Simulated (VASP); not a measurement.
Input for VASP

### INCAR
```
SYSTEM = Na
PREC = Accurate
ENCUT = 400
EDIFF = 1E-6
NELM = 100
ALGO = Normal
LREAL = .FALSE.
LASPH = .TRUE.
ISMEAR = 1
SIGMA = 0.1
GGA = PE
LWAVE = .FALSE.
LCHARG = .FALSE.
ISIF = 2
LSORBIT = .TRUE.
MAGMOM = 0 0 0
GGA_COMPAT = .FALSE.
```

File KPOINTS:
```
Automatic mesh
0
Gamma
9 9 9
0 0 0
```

POSCAR:
```
Na
1
   -2.1300000000     2.1300000000     2.1300000000
    2.1300000000    -2.1300000000     2.1300000000
    2.1300000000     2.1300000000    -2.1300000000
Na
1
Direct
  0.0000000000   0.0000000000   0.0000000000
```

POTCAR, in this order: Na_pv (PBE.64 set). Program: vasp_std.

Output of the run:

standard output:
```
 POSCAR found type information on POSCAR Na
 POSCAR found :  1 types and       1 ions
 Reading from existing POTCAR

 -----------------------------------------------------------------------------
|                                                                             |
|     EEEEEEE  RRRRRR   RRRRRR   OOOOOOO  RRRRRR      ###     ###     ###     |
|     E        R     R  R     R  O     O  R     R     ###     ###     ###     |
|     E        R     R  R     R  O     O  R     R     ###     ###     ###     |
|     EEEEE    RRRRRR   RRRRRR   O     O  RRRRRR       #       #       #      |
|     E        R   R    R   R    O     O  R   R                               |
|     E        R    R   R    R   O     O  R    R      ###     ###     ###     |
|     EEEEEEE  R     R  R     R  OOOOOOO  R     R     ###     ###     ###     |
|                                                                             |
|     ERROR: Noncollinear calculations require that VASP is compiled          |
|     without the flag -DNGXhalf and-DNGZhalf.                                |
|     You probably tried to run a noncollinear calculation                    |
|     (LNONCOLLINEAR=T) with the executable vasp_std. Use vasp_ncl            |
|     instead!                                                                |
|                                                                             |
|       ---->  I REFUSE TO CONTINUE WITH THIS SICK JOB ... BYE!!! <----       |
|                                                                             |
 -----------------------------------------------------------------------------
```

Q: From input and log, find the fault in this run and mend it.

A: The cause: LSORBIT needs the non-collinear program vasp_ncl. VASP stops with an error: ERROR: Noncollinear calculations require that VASP is compiled without the flag -DNGXhalf and-DNGZhalf. You probably tried to run a noncollinear calculation (LNONCOLLINEAR=T) with the executable vasp_std. Use vasp_ncl instead! ----> I REFUSE TO CONTINUE WITH THIS SICK JOB ... BYE!!! <---- To mend it, run vasp_ncl.

The mended run (PBE GGA with spin-orbit coupling, plane waves, VASP's PBE PAW potentials (set 64)) converges, and its OSZICAR ends with
```
   1 F= -.13142976E+01 E0= -.13142289E+01  d E =-.206021E-03  mag=     0.0000     0.0000    -0.0000
```

The compound is Na in the bcc structure. The cell was not relaxed at this level.
